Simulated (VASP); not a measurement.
Method: PBEsol GGA, VASP's PBE PAW potentials (set 64) (plane waves; VASP).

The input files of a VASP run:

INCAR:
```
ENCUT=620   ! plane-wave cut-off (eV)
ISMEAR=0   ! Gaussian
PREC=Accurate
SYSTEM=BaTiO3
LASPH=T   ! aspherical one-centre terms
ISIF=3   ! ions, shape and volume
IBRION=2
NSW=40   ! most ionic steps
ALGO=Normal   ! blocked Davidson
LREAL=F
GGA=PS
SIGMA=0.05   ! width (eV)
LCHARG=F
NELM=100   ! most electronic steps
LWAVE=F
LMAXMIX=4   ! l cut-off of mixed one-centre charges
EDIFF=1E-6
EDIFFG=-0.02   ! ionic stop
```

**POSCAR**
```
BaTiO3
1
    3.9661232582     0.0000000000     0.0000000000
    0.0000000000     3.9661232582     0.0000000000
    0.0000000000     0.0000000000     4.0773199001
Ba Ti O
1 1 3
Direct
  0.0000000000   0.0000000000   0.0038885062
  0.5000000000   0.5000000000   0.5205695899
  0.5000000000   0.5000000000   0.9709979898
  0.0000000000   0.5000000000   0.4842719571
  0.5000000000   0.0000000000   0.4842719571
```

### KPOINTS
```
Automatic mesh
0
Gamma
6 6 6
0 0 0
```

POTCAR, in this order: Ba_sv Ti_sv O (PBE.64 set). Program: vasp_std.

Unless said otherwise, spin-orbit coupling is left out, though it shifts the bands of the heavy elements here.

### Question
Predict the energy per atom (σ→0), band gap (on the k-mesh).

### Answer

```json
{
  "energy per atom (σ→0)": "-8.402 eV/atom",
  "band gap (on the k-mesh)": "1.76 eV"
}
```

### OSZICAR
```
...
DAV:   9    -0.420187753937E+02   -0.14658E-02   -0.20358E-01  2344   0.348E+00    0.993E-01
DAV:  10    -0.420134274757E+02    0.53479E-02   -0.84473E-02  2664   0.244E+00    0.578E-01
DAV:  11    -0.420100202130E+02    0.34073E-02   -0.32566E-02  2848   0.133E+00    0.159E-01
DAV:  12    -0.420096424991E+02    0.37771E-03   -0.35060E-03  2368   0.558E-01    0.452E-02
DAV:  13    -0.420096782610E+02   -0.35762E-04   -0.23125E-04  2880   0.138E-01    0.471E-02
DAV:  14    -0.420096484151E+02    0.29846E-04   -0.13833E-04  2744   0.874E-02    0.751E-03
DAV:  15    -0.420096492335E+02   -0.81842E-06   -0.66080E-06  2392   0.229E-02
   1 F= -.42009649E+02 E0= -.42009649E+02  d E =-.420096E+02
```

The compound is BaTiO3 in the tetragonal perovskite structure. It was relaxed first.
